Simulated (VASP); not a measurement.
# Nb on the Ru site in Ru, part 3 of 4

Aim: the formation energy and local structure of Nb on the Ru site in Ru.

VASP 6.6.1, plane waves and PAW; the level of theory is named at each step.

So far. Step 2 (Relaxing the host crystal): The run ended after 6 ionic steps, 0.013 eV below its first step, once forces and stress met EDIFFG = -0.02. Step 3 (The supercell without the defect): The host is treated as a metal, as its relaxation found a gap under 0.3 eV or none, and only the neutral defect is run.

## (4) Reference Nb

This step: PBEsol; plane waves and PAW (Nb_pv) (VASP 6.6.1).

System of this step: Nb. Symmetry: Im-3m, No. 229, cubic system. Conventional cell: a = 3.300 Å, b = 3.300 Å, c = 3.300 Å, α = 90.00°, β = 90.00°, γ = 90.00°. Nb has 8 Nb at 2.86 Å nearest.

The reference for Nb is its crystal, relaxed at the cutoff of the large cell.

INCAR reads:

```
SYSTEM = Nb
PREC = Normal
ENCUT = 300
EDIFF = 1E-05
NELM = 120
ISMEAR = 1
SIGMA = 0.1
LREAL = Auto
ALGO = Fast
GGA = PS
NBANDS = 11
LASPH = .TRUE.
LORBIT = 11
LWAVE = .FALSE.
LCHARG = .FALSE.
KPAR = 8
IBRION = 2
NSW = 25
ISIF = 3
EDIFFG = -0.02
POTIM = 0.4
```

POSCAR reads:

```
Nb
1.0
   -1.6500000000      1.6500000000      1.6500000000
    1.6500000000     -1.6500000000      1.6500000000
    1.6500000000      1.6500000000     -1.6500000000
Nb
1
Direct
    0.0000000000      0.0000000000      0.0000000000
```

KPOINTS reads:

```
Automatic mesh
0
Gamma
11 11 11
0 0 0
```

PAW data sets: Nb_pv (PBE family, release 64).

Command:

```console
$ mpirun -np 8 vasp_std
```

Log:

```text
[banner, memory and clock lines left out]
running    8 mpi-ranks, on    1 nodes
 distrk:  each k-point on    1 cores,    8 groups
 distr:  one band on    1 cores,    1 groups

 POSCAR found type information on POSCAR Nb
 POSCAR found :  1 types and       1 ions
 [... a notice as in an earlier step ...]

|                                                                             |
|               ----> ADVICE to this user running VASP <----                  |
|                                                                             |
|     You have a (more or less) 'small supercell' and for smaller cells       |
|     it is recommended to use the reciprocal-space projection scheme!        |
|     The real-space optimization is not efficient for small cells and it     |
|     is also less accurate ...                                               |
|     Therefore, set LREAL=.FALSE. in the INCAR file.                         |
|                                                                             |

 [... a notice as in an earlier step ...]

 LDA part: xc-table for (Slater+PW92), standard interpolation
 POSCAR, INCAR and KPOINTS ok, starting setup
 FFT: planning ... GRIDC
 FFT: planning ... GRID_SOFT
 FFT: planning ... GRID
 WAVECAR not read
 entering main loop
       N       E                     dE             d eps       ncg     rms          rms(c)
DAV:   1     0.367845082057E+02    0.36785E+02   -0.46563E+03  1459   0.678E+02
DAV:   2    -0.104712693370E+02   -0.47256E+02   -0.44835E+02  1277   0.226E+02
DAV:   3    -0.113968342900E+02   -0.92556E+00   -0.89690E+00  1794   0.339E+01
DAV:   4    -0.114024063309E+02   -0.55720E-02   -0.55654E-02  1632   0.179E+00
DAV:   5    -0.114024492385E+02   -0.42908E-04   -0.42905E-04  1538   0.165E-01    0.185E+01
RMM:   6    -0.109108483059E+02    0.49160E+00   -0.31033E-01  1246   0.732E+00    0.711E+00
RMM:   7    -0.108081830093E+02    0.10267E+00   -0.60615E-01  1339   0.650E+00    0.534E-01
RMM:   8    -0.108068330986E+02    0.13499E-02   -0.22771E-02  1381   0.187E+00    0.885E-01
RMM:   9    -0.108057276084E+02    0.11055E-02   -0.44869E-03  1348   0.566E-01    0.479E-01
RMM:  10    -0.108053360947E+02    0.39151E-03   -0.74597E-04  1265   0.349E-01    0.100E-01
RMM:  11    -0.108053621084E+02   -0.26014E-04   -0.22965E-04  1229   0.134E-01    0.177E-02
RMM:  12    -0.108053644937E+02   -0.23854E-05   -0.15817E-05   960   0.560E-02
   1 F= -.10805364E+02 E0= -.10804899E+02  d E =-.108054E+02
 curvature:   0.00 expect dE= 0.000E+00 dE for cont linesearch  0.000E+00
 trial: gam= 0.00000 g(F)=  0.159E-62 g(S)=  0.790E-02 ort = 0.000E+00 (trialstep = 0.100E+01)
 search vector abs. value=  0.790E-02
 bond charge predicted
       N       E                     dE             d eps       ncg     rms          rms(c)
DAV:   1    -0.108695855463E+02   -0.64223E-01   -0.14210E+00  1343   0.151E+01    0.356E+00
RMM:   2    -0.108101795050E+02    0.59406E-01   -0.49445E-02  1240   0.318E+00    0.618E-01
RMM:   3    -0.108027855370E+02    0.73940E-02   -0.54859E-02  1358   0.209E+00    0.512E-01
RMM:   4    -0.108031848573E+02   -0.39932E-03   -0.22976E-03  1385   0.552E-01    0.148E-01
RMM:   5    -0.108033568441E+02   -0.17199E-03   -0.37543E-04  1272   0.255E-01    0.654E-02
RMM:   6    -0.108033754237E+02   -0.18580E-04   -0.91602E-05  1141   0.108E-01    0.214E-02
RMM:   7    -0.108033704304E+02    0.49933E-05   -0.16207E-05   966   0.608E-02
   2 F= -.10803370E+02 E0= -.10802957E+02  d E =0.199406E-02
 trial-energy change:    0.001994  1 .order    0.001873   -0.007896    0.011643
 step:   0.3953(harm=  0.4041)  dis= 0.00000  next Energy=   -10.806918 (dE=-0.155E-02)
 bond charge predicted
       N       E                     dE             d eps       ncg     rms          rms(c)
DAV:   1    -0.108312375523E+02   -0.27862E-01   -0.53507E-01  1314   0.942E+00    0.207E+00
RMM:   2    -0.108092171849E+02    0.22020E-01   -0.19241E-02  1239   0.197E+00    0.370E-01
RMM:   3    -0.108067179922E+02    0.24992E-02   -0.20691E-02  1353   0.127E+00    0.294E-01
RMM:   4    -0.108068344842E+02   -0.11649E-03   -0.80139E-04  1359   0.348E-01    0.725E-02
RMM:   5    -0.108068392068E+02   -0.47226E-05   -0.18959E-04  1245   0.171E-01    0.427E-02
RMM:   6    -0.108068405965E+02   -0.13897E-05   -0.35493E-05  1044   0.726E-02
   3 F= -.10806841E+02 E0= -.10806338E+02  d E =-.147610E-02
 curvature:  -0.20 expect dE=-0.135E-05 dE for cont linesearch -0.135E-05
 trial: gam= 0.00000 g(F)=  0.270E-63 g(S)=  0.666E-05 ort =-0.229E-03 (trialstep = 0.879E+00)
 search vector abs. value=  0.666E-05
 reached required accuracy - stopping structural energy minimisation
```

It took 6.8 s on 8 MPI ranks of AMD EPYC 7R43, shared host; peak memory 0.63 GiB.

From OUTCAR (step 4):

```text
  LATTYP: Found a body centered cubic cell.
 ALAT       =     3.3000000000

 Subroutine GETGRP returns: Found 48 space group operations
 (whereof 48 operations were pure point group operations)

The static configuration has the point symmetry O_h .

 Found     56 irreducible k-points:

   k-points           NKPTS =     56   k-points in BZ     NKDIM =     56   number of bands    NBANDS=     11

   dimension x,y,z NGX =    12 NGY =   12 NGZ =   12
   dimension x,y,z NGXF=    24 NGYF=   24 NGZF=   24

   ENCUT  =  300.0 eV  22.05 Ry    4.70 a.u.   4.04  4.04  4.04*2*pi/ulx,y,z

   NELECT =      11.0000    total number of electrons

 E-fermi :   4.8978

 k-point     1 :       0.0000    0.0000    0.0000
  band No.  band energies     occupation
      1     -24.6253      2.00000
      2     -24.6253      2.00000
      3     -24.6253      2.00000
      4      -1.0413      2.00000
      5       5.2965     -0.00000
      6       5.2965     -0.00000
      7       5.2965     -0.00000
      8       8.2499      0.00000
      9       8.2499      0.00000
    ...

 k-point     2 :       0.0909    0.0000    0.0000
  band No.  band energies     occupation
      1     -24.7487      2.00000
      2     -24.6623      2.00000
      3     -24.6263      2.00000
      4      -0.6968      2.00000
      5       5.0905     -0.02008
      6       5.2442     -0.00001
      7       5.6354     -0.00000
      8       7.9659      0.00000
      9       8.2592      0.00000
    ...

  Total        0.0075842      0.0075842      0.0075842     -0.0000000     -0.0000000      0.0000000
  in kB        0.6844018      0.6844018      0.6844018     -0.0000000     -0.0000000      0.0000000
  external PRESSURE =       0.6844018 kB  Pullay stress =       0.0000000 kB

  energy-cutoff  :      300.00
  volume of cell :       17.75
      direct lattice vectors                 reciprocal lattice vectors
    -1.643426888  1.643426888  1.643426888     0.000000000  0.304242314  0.304242314
     1.643426888 -1.643426888  1.643426888     0.304242314  0.000000000  0.304242314
     1.643426888  1.643426888 -1.643426888     0.304242314  0.304242314  0.000000000

 POSITION                                       TOTAL-FORCE (eV/Angst)
 -----------------------------------------------------------------------------------
      0.00000      0.00000      0.00000         0.000000      0.000000     -0.000000
 -----------------------------------------------------------------------------------
    total drift:                               -0.000000     -0.000000      0.000000

  FREE ENERGIE OF THE ION-ELECTRON SYSTEM (eV)
  ---------------------------------------------------
  free  energy   TOTEN  =       -10.8068405965 eV

  energy  without entropy=      -10.8053316476  energy(sigma->0) =      -10.80633761

 total charge
# of ion       s       p       d       tot
------------------------------------------
    1        0.434   6.312   3.122   9.868

[... 1 part as in an earlier step ...]

[... 7 further parts left out ...]
```

This run has no spin polarisation. Its electron count is odd, so without a moment it is a metal by construction. The k-mesh is coarse for a metal. The run keeps the 48 symmetry operations of its start, so it cannot find a distortion of lower symmetry.

Step by step:

```csv
step,energy less that of the first step (eV),largest force (eV/Å),pressure (GPa),volume (Å³)
1,0.0000,0.0000,-2.33,17.97
2,0.0020,0.0000,3.54,17.43
3,-0.0015,0.0000,0.07,17.75
```

```csv
"conventional cell, symmetrised",before,after,change
a (Å),3.300,3.287,-0.4 %
b (Å),3.300,3.287,-0.4 %
c (Å),3.300,3.287,-0.4 %
volume (Å³/atom),17.97,17.75,-1.2 %
```

The relaxed structure:

```
Nb
1.0
    -1.64343    1.64343    1.64343
     1.64343   -1.64343    1.64343
     1.64343    1.64343   -1.64343
Nb
1
Direct
  0.00000 0.00000 0.00000
```

This step gave:

* electronic cycles: 25
* electrons: 11
* free energy (TOTEN): -10.81 eV
* energy at zero smearing: -10.81 eV
* Fermi energy: 4.898 eV

The run ended after 3 ionic steps, 0.001 eV below its first step, once forces and stress met EDIFFG = -0.02.

Energy at zero smearing: -10.80634 eV.

(Part 3 of 4 ends here.)

[Lines on the potential files, build, host, timing and source positions are cut from VASP's logs without a mark.]

[Logs are printed without paths, hosts, clocks, repeated set-up lines and the standing remarks that a program may print on its own settings, such as how far it seeks lower states.]

[Hosts, paths, dates, database ids (printed as entryN), source tags and the programs' standing remarks are cut or masked in the printed files.]

[In band tables of VASP the shares of atoms and orbitals are scaled to a sum of 1 inside the atoms' spheres.]

[Runs that stopped without an error message from VASP are left out.]
